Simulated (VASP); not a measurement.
Given:

```xyz
2
Lattice="4.4278 -2.3018 0.0707 4.4278 2.3018 0.0707 3.1707 0.0000 3.8542" Properties=species:S:1:pos:R:3 pbc="T T T"
Bi     2.7790     0.0000     0.9233
Bi     9.2473     0.0000     3.0724
```

These are RPBE GGA, VASP's PBE PAW potentials (set 64) (plane waves; VASP 6.6.1) values and carry that method's errors. Run with 520 eV cut-off, 11×11×11 Γ-centred mesh, tetrahedra with Blöchl corrections, potentials Bi_d.

Unless said otherwise, spin-orbit coupling is left out, though it shifts the bands of the heavy elements here.

### Question
What does the run give for the energy per atom (σ→0), band gap (on the k-mesh) with the smallest direct gap where there is one?

### Answer

```
Quantity                                                     Value
------------------------  ----------------------------------------
band gap (on the k-mesh)  none (metal, semimetal or under 0.01 eV)
energy per atom (σ→0)                               -3.523 eV/atom
```

The absolute energy has meaning only against runs of the same code, potentials and settings.

The compound is Bi in the a7 structure. It was relaxed first, which changed the volume by +9 %.
